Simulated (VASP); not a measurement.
Data:

```
SrTe
1.0
    0.00000     3.36179     3.36179
    3.36179     0.00000     3.36179
    3.36179     3.36179     0.00000
Sr Te
1 1
Direct
  0.00000   0.00000   0.00000
  0.50000   0.50000   0.50000
```

Level of theory: PBE GGA, VASP's PBE PAW potentials (set 64) (plane waves; VASP). Numerical set-up: 530 eV cut-off, 6×6×6 Γ-centred mesh, Gaussian smearing of 0.050 eV, potentials Sr_sv Te.

Problem. Give the elastic stiffness tensor with the ions relaxed (GPa, in the frame of the cell).

Solution. 
```json
[
 {"": "xx", "xx": "75.6", "yy": "11.0", "zz": "11.0", "yz": "0.0", "xz": "0.0", "xy": "0.0"},
 {"": "yy", "xx": "11.0", "yy": "75.6", "zz": "11.0", "yz": "0.0", "xz": "0.0", "xy": "0.0"},
 {"": "zz", "xx": "11.0", "yy": "11.0", "zz": "75.6", "yz": "0.0", "xz": "0.0", "xy": "0.0"},
 {"": "yz", "xx": "0.0", "yy": "0.0", "zz": "0.0", "yz": "14.8", "xz": "0.0", "xy": "0.0"},
 {"": "xz", "xx": "0.0", "yy": "0.0", "zz": "0.0", "yz": "0.0", "xz": "14.8", "xy": "0.0"},
 {"": "xy", "xx": "0.0", "yy": "0.0", "zz": "0.0", "yz": "0.0", "xz": "0.0", "xy": "14.8"}
]
```

Problem. What does the run give for the Hill bulk modulus, Hill shear modulus, Young's modulus, Poisson's ratio?

Solution. 
```yaml
hill_bulk_modulus: 32.5 GPa
hill_shear_modulus: 20.4 GPa
Young's modulus: 50.5 GPa
Poisson's ratio: 0.241
```

The compound is SrTe in the rock salt structure. It was relaxed first.
